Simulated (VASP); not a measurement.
Runs of VASP 6.6.1 on GaGe7. It takes space group P-43m (No. 215, cubic). The conventional cell has a = 5.678 Å, b = 5.678 Å, c = 5.678 Å, α = 90.00°, β = 90.00°, γ = 90.00°. Ga (site symmetry -43m) has 4 Ge at 2.46 Å as nearest neighbours. Ge (site symmetry -42m) is surrounded by 4 Ge at 2.46 Å. Around Ge (site symmetry 3m) lie 1 Ga at 2.46 Å and 3 Ge at 2.46 Å. The cell was built by a generator and needn't be a form met in nature.

```tsv
level	potentials or basis	clamp	gap on the mesh (eV)	pressure (GPa)	relaxed volume (Å³/atom)
PBEsol	VASP PAW PBE potentials, release 64 (Ga_d, Ge_d)	-	none	0.0	(b)
r2SCAN	VASP PAW PBE potentials, release 64 (Ga_d, Ge_d)	-	none	0.0	22.94
LDA	VASP PAW LDA potentials, release 64 (Ga_d, Ge_d)	-	none	0.1	22.25
PBEsol	VASP PAW PBE potentials, release 64 (Ga_d, Ge_d)	in-plane edges held	none	0.0	(a)
PBE	VASP PAW PBE potentials, release 64 (Ga_d, Ge_d)	-	none	0.0	23.98
```

Alike in all rows: task relaxation of cell and atoms; no spin polarisation; cell relaxed; k mesh 7 × 7 × 7; cutoff (eV) 600; smearing gaussian 0.05 eV.

Q: Fill in the values left out.

A: (a) 22.88; (b) 22.89.

Caveats: the PAW data sets were made with another functional, which shifts forces and pressure a little (some runs).

A k mesh can miss the band edges, and the runs leave out spin-orbit coupling on Ga, Ge.

A gap of «none» marks a metal or a gap under the smearing width.
